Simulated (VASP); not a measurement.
Given:

```yaml
crystal:
  lattice:
    - [0.00000, 2.48783, 2.48783]
    - [2.48783, 0.00000, 2.48783]
    - [2.48783, 2.48783, 0.00000]
  atoms:
    - { symbol: Eu, position: [0.00000, 0.00000, 0.00000] }
    - { symbol: O, position: [0.50000, 0.50000, 0.50000] }
```

The numbers are results of PW91 GGA, VASP's PBE PAW potentials (set 64) (plane waves; VASP 6.6.1), not measurements. Settings: 520 eV cut-off, 9×9×9 Γ-centred mesh, Gaussian smearing of 0.050 eV, potentials Eu_2 O.

The 4f electrons are frozen in the core of the lanthanide potential, so 4f levels, which can set the real gap, and their magnetism are missing.

Problem. Predict the energy per atom (σ→0).

Solution. 
energy per atom (σ→0): -6.692 eV/atom

The absolute energy has meaning only against runs of the same code, potentials and settings.

The compound is EuO in the rock salt structure. It was relaxed first, which changed the volume by -9 %.
